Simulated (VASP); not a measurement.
Consider the following.

```
CELL_PARAMETERS angstrom
      4.18359     0.00000     0.00000
      0.00000     4.18359     0.00000
      0.00000     0.00000     4.18359
ATOMIC_POSITIONS crystal
  Cs 0.00000 0.00000 0.00000
  Br 0.50000 0.50000 0.50000
```

Computed with r2SCAN+rVV10, VASP's PBE PAW potentials (set 64) (plane waves; VASP). Settings: 520 eV cut-off, 6×6×6 Γ-centred mesh, Gaussian smearing of 0.050 eV, potentials Cs_sv Br.

### Question
Give the stress tensor in GPa (positive for a compressed cell).

### Answer

```
1.30  0.00  0.00
0.00  1.30  0.00
0.00  0.00  1.30
```
The pressure is its mean diagonal, 1.30 GPa.

The compound is CsBr in the CsCl type structure. This cell is one point of a volume scan, at 0.94 of the reference volume.
